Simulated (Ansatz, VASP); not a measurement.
# TiO2 (Anatase) in two plane-wave programs, part 2 of 2

Aim: how closely do two programs agree when they are given the same cell, functional and k mesh? The cell is taken from a series of runs on this material, whose earlier steps may have relaxed, scaled, displaced or heated it; both programs get it as it stands.

VASP 6.6.1 and Ansatz 0.2.0.

So far: Starting point; VASP: G0W0 gap, PBE, DFT+U.

## (3) Ansatz: G0W0 gap, PBE, DFT+U

Level of this step: Ansatz beside VASP: Kohn-Sham DFT, plane waves, PBE, DFT+U (Ansatz).

Ansatz runs on its default PAW (the set named soft_2) files.

The same cell, functional and mesh now go to Ansatz, which takes its cutoff from its data sets.

input.yaml reads:

```yaml
crystal:
  lattice:
    - [-1.8921, 1.8921, 4.7573]
    - [1.8921, -1.8921, 4.7573]
    - [1.8921, 1.8921, -4.7573]
  atoms:
    - { symbol: Ti, position: [0.0, 0.0, 0.0] }
    - { symbol: Ti, position: [0.75, 0.25, 0.5] }
    - { symbol: O, position: [0.2081, 0.2081, 0.0] }
    - { symbol: O, position: [0.9581, 0.4581, 0.5] }
    - { symbol: O, position: [0.5419, 0.0419, 0.5] }
    - { symbol: O, position: [0.7919, 0.7919, 0.0] }
kpoints:
  mp_grid: { grid: [6, 6, 6] }
hamiltonian:
  xc: pbe
  hubbard: { sites: [{ species: Ti, l: d, u_eff: 3.0 }] }
scf:
  occupations: { method: fixed }
gw:
  n_empty_bands: 284
  ecut_chi: 150.0
  qp_bands: [v2, c2]
  qp_kpoints: band_edges
  screening: { model: contour_deformation }
```

Run with:

```bash
> ansatz run input.yaml --threads 3 --pin off --max-ram 64512MiB --backend cuda --devices 1 --max-vram 24GiB --events-out ev --progress --plain --runs-dir out
```

Numbers of over 12 decimals in the logs are rounded to 6 here.

Log:

```text
Ti: projections on atomic orbitals take those of the free atom [Ne] 3s2 3p6 3d2 4s2, of charge +0.00 (hamiltonian.pseudopotentials.projection_atoms); the dataset's partial waves leave at most 4.1e-7 of an orbital's norm unspanned inside its sphere
O: projections on atomic orbitals take those of the free atom [He] 2s2 2p4, of charge +0.00 (hamiltonian.pseudopotentials.projection_atoms); the dataset's partial waves leave at most 1.9e-8 of an orbital's norm unspanned inside its sphere
GPUs: using 1 of 1 available (devices: 1).
Engine: ansatz 0.2.0, x86_64-unknown-linux-gnu
Pseudopotentials: kind: paw
Pseudopotential: Ti, paw, valence charge 12, recommended cutoff 420 eV (normal), Ti.paw.azcp
Pseudopotential: O, paw, valence charge 6, recommended cutoff 420 eV (normal), O.paw.azcp
Functional definition: PBE
  parameter kappa = 0.804
  parameter beta = 0.066725
  exchange = pbe_x(kappa = kappa, mu = beta*pi^2/3)
  correlation = pbe_c(beta = beta)
device memory: the entry about to start is reckoned to put 1.2 GiB on a device that reports 78.6 GiB free (of which the cap on the GPU budget leaves the run 24.0 GiB)
GPU FFT provider: cuFFT
GPU libraries: cuBLAS 13.8.2, cuFFT 12.4.0, cuSOLVER 12.3.4
Crystal: 6 atoms, lattice volume = 68.125 Å³
Basis set: ecut = 420 eV, 1315 PW (Γ)
Bands: 30, of which v1, the nominal top of the filled ones, is band 24 counted from 1 (23 counted from 0)
Symmetry: 16 space group operations
Space group: I41/amd (ITA 141), of the structure as read, at distance tolerance 4.1e-5 Å
k-points: 30 of 216
Non-local potential: Ti, projectors of the file, l = 0: 3, l = 1: 2, l = 2: 3, l = 3: 1
Non-local potential: O, projectors of the file, l = 0: 2, l = 1: 2, l = 2: 1
PAW form: soft (Blöchl's): semilocal exchange-correlation on the pseudo side does not see the compensation charge
PAW one-centre angular grid: Ti, 590 points (default); XC on 64 Gauss nodes
PAW one-centre angular grid: O, 110 points (default); XC on 64 Gauss nodes
Initial density: superposition of atomic densities (chi_scale 0.1, normalization cell, long waves of neutral atoms under a Hubbard term (reshape's long-wave potential 0.00 eV rms, cloud 2.26 Å wide))
Initial wavefunctions: pseudopotential atomic-orbital guess
GPU buffer pool allocated for 64000 grid points (all kernels)
GPU transforms: local potential and band sums: pruned to the plane-wave sphere, on 40×40×40
Functional: x = pbe(κ = 0.804, μ = 0.219515), c = pbe(β = 0.066725)
SCF iter   1: F=—  HF=-7273.208088 eV  |F-HF|=—  |Δ(HF+E_count)|=         —  Δρ=8.61e-2  dr2=5.31e0  ethr=3.10e-3  ⟨swp⟩=4.0  Hψ=3411  notcnv=0  defer=69
preconditioner: auto → none  [insulator: Δε(μ)=3.285 eV  Ē_g=10.489 eV  n_scr=14 (ndim 8)  ℏωp=25.4 eV  f_vac=0.000  ε∞_Penn≈6.9]
SCF iter   2: F=—  HF=-7273.511646 eV  |F-HF|=—  |Δ(HF+E_count)|=   3.04e-1  Δρ=1.13e-1  dr2=7.89e0  ethr=3.10e-3  ⟨swp⟩=3.8  Hψ=2492  notcnv=0  defer=99
SCF iter   3: F=—  HF=-7272.379615 eV  |F-HF|=—  |Δ(HF+E_count)|=    1.13e0  Δρ=2.96e-2  dr2=5.77e-1  ethr=3.10e-3  ⟨swp⟩=3.8  Hψ=1739  notcnv=0  defer=94
SCF iter   4: F=—  HF=-7272.386817 eV  |F-HF|=—  |Δ(HF+E_count)|=   7.20e-3  Δρ=9.88e-3  dr2=4.65e-2  ethr=1.20e-3  ⟨swp⟩=2.0  Hψ=1251  notcnv=0  defer=69
SCF iter   5: F=—  HF=-7272.407570 eV  |F-HF|=—  |Δ(HF+E_count)|=   2.08e-2  Δρ=2.09e-3  dr2=1.36e-3  ethr=9.69e-5  ⟨swp⟩=2.0  Hψ=1370  notcnv=0  defer=113
SCF iter   6: F=—  HF=-7272.408203 eV  |F-HF|=—  |Δ(HF+E_count)|=   6.33e-4  Δρ=5.37e-4  dr2=1.62e-4  ethr=2.84e-6  ⟨swp⟩=2.0  Hψ=1303  notcnv=0  defer=120
SCF iter   7: F=—  HF=-7272.408178 eV  |F-HF|=—  |Δ(HF+E_count)|=   2.49e-5  Δρ=1.90e-4  dr2=2.13e-5  ethr=3.38e-7  ⟨swp⟩=2.1  Hψ=1092  notcnv=0  defer=66
SCF iter   8: F=-7272.408174 eV  HF=-7272.408174 eV  |F-HF|=3.92e-8  |Δ(HF+E_count)|=   3.52e-6  Δρ=1.20e-5  dr2=5.99e-8  ethr=2.08e-10  ⟨swp⟩=8.4  Hψ=3917  notcnv=0
SCF 1 converged in 8 iterations: F = -7272.408174 eV  dr2 = 5.99e-8
  greatest PAW one-centre occupation: 0.999 electrons in one spin orbital (limit 2), on the Ti atom at site 0 (counted from 0), in its partial waves of l = 0
device memory: the entry about to start is reckoned to put 1.3 GiB (of the 1.4 GiB reckoned in all, the device holds 0.1 GiB already) on a device that reports 78.5 GiB free (of which the cap on the GPU budget leaves the run 23.9 GiB)
NSCF: frozen V_eff on 30 k-points, pencils in batches of 32, up to order 120
the band table was solved once the SCF had ended and its energy, with any forces and stress, was formed, with the checks that follow a solve (2793 applications of the Hamiltonian). They found nothing against the state; the energy, forces and stress were not computed again (output.eigenvalues in the input reference)
device memory: the entry about to start is reckoned to put 4.3 GiB on a device that reports 78.6 GiB free (of which the cap on the GPU budget leaves the run 24.0 GiB)
NSCF: frozen V_eff on 30 k-points
G₀W₀ screening: q 1/30
[... further progress lines ...]
[...]
gw.qp_kpoints: band_edges: 24 of 30 stored k-points solved, in 1 pass; an edge of the gap read off the rows below is read off those points alone
    valence top: of the k-points left out ik 7 came nearest to being solved in a further pass, in band 24 (counted from 1, as in the quasiparticle table): it holds the edge there only if its correction is more favourable than any solved in that band by at least 0.561 eV; those differ by 0.080 eV
    conduction bottom: of the k-points left out ik 27 came nearest to being solved in a further pass, in band 25 (counted from 1, as in the quasiparticle table): it holds the edge there only if its correction is more favourable than any solved in that band by at least 0.823 eV; those differ by 0.218 eV
    ik  band        ε_KS         Σx   Σc(E_QP)       V_xc       Z   E_QP_lin       E_QP  E_QP is
     0    23      7.0810   -25.5318     4.7546   -20.3075  0.7095     6.6065     6.6113  root
     0    24      7.0810   -25.5318     4.7546   -20.3075  0.7095     6.6065     6.6113  root
     0    25     10.0608   -12.9017    -6.5535   -19.9887  0.7318    10.5992    10.5942  root
     0    26     10.7636   -13.2981    -7.3231   -21.2836  0.7121    11.4354    11.4260  root
     1    23      6.8710   -25.9923     4.6057   -20.8960  0.7202     6.3756     6.3803  root
     1    24      7.2868   -25.8693     4.6776   -20.7319  0.7156     6.8229     6.8271  root
     1    25     10.8688   -13.2118    -7.3596   -21.2303  0.7122    11.5369    11.5275  root
     1    26     10.8969   -14.0086    -6.5386   -21.2128  0.7144    11.5715    11.5625  root
     2    23      6.9738   -25.4608     4.6752   -20.2863  0.7117     6.4691     6.4744  root
     2    24      7.4597   -25.8697     4.6787   -20.7458  0.7137     7.0106     7.0146  root
     2    25     10.9640   -13.4491    -7.3394   -21.4818  0.7122    11.6677    11.6573  root
     2    26     11.1377   -14.4863    -6.8660   -22.1380  0.7130    11.9365    11.9233  root
     3    23      7.5220   -25.9604     4.6364   -20.8838  0.7162     7.0780     7.0817  root
     3    24      7.5220   -25.9604     4.6364   -20.8838  0.7162     7.0780     7.0817  root
     3    25     11.2174   -13.6616    -7.4639   -21.8553  0.7062    11.9594    11.9471  root
     3    26     11.2174   -13.6616    -7.4639   -21.8553  0.7062    11.9594    11.9471  root
     4    23      6.8345   -25.9024     4.2300   -21.2019  0.7228     6.3598     6.3639  root
     4    24      7.0776   -25.7378     4.6513   -20.6108  0.7158     6.5973     6.6019  root
     4    25     10.5522   -13.7572    -6.4161   -20.7825  0.7216    11.1683    11.1614  root
     4    26     10.8720   -13.3107    -7.3213   -21.2917  0.7108    11.5413    11.5317  root
     5    23      6.8653   -25.9826     4.5857   -20.8932  0.7229     6.3567     6.3616  root
     5    24      7.1621   -25.4538     4.6714   -20.2996  0.7110     6.6744     6.6793  root
     5    25     10.9282   -13.5402    -7.2395   -21.4858  0.7142    11.6448    11.6342  root
     5    26     11.0416   -13.8931    -7.1289   -21.7830  0.7144    11.8149    11.8026  root
[...]
28    23      6.9386   -25.3279     4.5872   -20.2465  0.7117     6.4393     6.4445  root
    28    24      6.9386   -25.3279     4.5872   -20.2465  0.7117     6.4393     6.4445  root
    28    25     10.8219   -13.6861    -6.8389   -21.2003  0.7169    11.5065    11.4972  root
    28    26     10.8219   -13.6861    -6.8389   -21.2003  0.7169    11.5065    11.4972  root
    29    23      7.4134   -26.2587     4.5327   -21.3050  0.7213     6.9892     6.9925  root
    29    24      7.4134   -26.2587     4.5327   -21.3050  0.7213     6.9892     6.9925  root
    29    25     10.4006   -13.0678    -6.9199   -20.5849  0.7228    11.0046    10.9977  root
    29    26     10.4006   -13.0678    -6.9199   -20.5849  0.7228    11.0046    10.9977  root
```

Reading the cycles: dr2 is the Hartree energy of the density residual (eV), the measure of convergence; HF is the Harris–Foulkes estimate of the energy, which meets the free energy F at convergence.

## (4) Side by side

Known differences besides the potentials themselves: U acts on the PAW sphere in VASP and on atomic orbitals in Ansatz, so only states and trends compare; fixed occupations in Ansatz, narrow Gaussian smearing in VASP; the cutoff is 420 eV in Ansatz and 440 eV in VASP; Ansatz integrates over frequency by contour deformation, VASP on a grid of NOMEGA points; Ansatz's G0W0 levels solve the quasiparticle equation, VASP's are linearised. Total energies have different zeros and are not compared.

Both answers:

| quantity | Ansatz | VASP | difference |
| --- | --- | --- | --- |
| G0W0 gap on the mesh (eV) | 3.51 | 3.54 | -0.03 |
| Kohn-Sham gap under it (eV) | 2.54 | 2.53 | +0.01 |

## (5) Results

```
difference in G0W0 gap on the mesh (G0W0 gap, PBE, DFT+U) : -0.031 eV
```

The difference in G0W0 gap on the mesh is -0.031 eV (G0W0 gap, PBE, DFT+U). How closely two codes agree says nothing of how well the functional describes the real material.

[Lines on the potential files, build, host, timing and source positions are cut from VASP's logs without a mark.]

[Logs are printed without paths, hosts, clocks, repeated set-up lines and the standing remarks that a program may print on its own settings, such as how far it seeks lower states.]

[Hosts, paths, dates, database ids (printed as entryN), source tags and the programs' standing remarks are cut or masked in the printed files.]
